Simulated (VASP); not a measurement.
Input:

```
CELL_PARAMETERS angstrom
      0.00000     2.93260     2.93260
      2.93260     0.00000     2.93260
      2.93260     2.93260     0.00000
ATOMIC_POSITIONS crystal
  Li 0.75000 0.75000 0.75000
  Li 0.25000 0.25000 0.25000
  Se 0.00000 0.00000 0.00000
```

Level of theory: PBE GGA, VASP's PBE PAW potentials (set 64) (plane waves; VASP). Settings: 400 eV cut-off, 10×10×10 Γ-centred mesh, Fermi-Dirac smearing of 0.050 eV, potentials Li_sv Se.

### Question
Estimate the energy per atom (σ→0), band gap (on the k-mesh) with the smallest direct gap where there is one.

### Answer

```
Property                                     Result
-----------------------------------  --------------
band gap (on the k-mesh)                    2.89 eV
smallest direct gap (on the k-mesh)         3.77 eV
energy per atom (σ→0)                -3.717 eV/atom
```

The structure comes from a computed database's Li2Se entry; how it stands against other phases isn't given here. The cell was not relaxed at this level.
